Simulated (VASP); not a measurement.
Data:

```xyz
1
Lattice="-1.6500 1.6500 1.6500 1.6500 -1.6500 1.6500 1.6500 1.6500 -1.6500" Properties=species:S:1:pos:R:3 pbc="T T T"
Nb     0.0000     0.0000     0.0000
```

All values below come from PBE GGA, VASP's PBE PAW potentials (set 64) (plane waves; VASP). Settings: 400 eV cut-off, 14×14×14 Γ-centred mesh, tetrahedra, potentials Nb_sv.

### Question
Give the stress tensor in GPa (positive for a compressed cell).

### Answer

```
1.47  0.00  0.00
0.00  1.47  0.00
0.00  0.00  1.47
```
The pressure is its mean diagonal, 1.47 GPa.

The compound is Nb in the bcc structure. The cell was not relaxed at this level. The run is one of a series of settings (ISMEAR = -4, SIGMA removed against the base run), some of them coarse on purpose.
